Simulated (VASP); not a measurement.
Here is the system:

```
CuI
1.0
    0.00000     3.01603     3.01603
    3.01603     0.00000     3.01603
    3.01603     3.01603     0.00000
Cu I
1 1
Direct
  0.00000   0.00000   0.00000
  0.25000   0.25000   0.25000
```

These are AM05 GGA, VASP's PBE PAW potentials (set 64) (plane waves; VASP) values and carry that method's errors. Settings: 520 eV cut-off, 8×8×8 Γ-centred mesh, Gaussian smearing of 0.050 eV, potentials Cu I.

**Question.** Give the stress tensor in GPa (positive for a compressed cell).

**Answer.** 
```
-1.29   0.00   0.00
 0.00  -1.29   0.00
 0.00   0.00  -1.29
```
The pressure is its mean diagonal, -1.29 GPa.

The compound is CuI in the zinc blende structure. This cell is one point of a volume scan, at 1.03 of the reference volume.
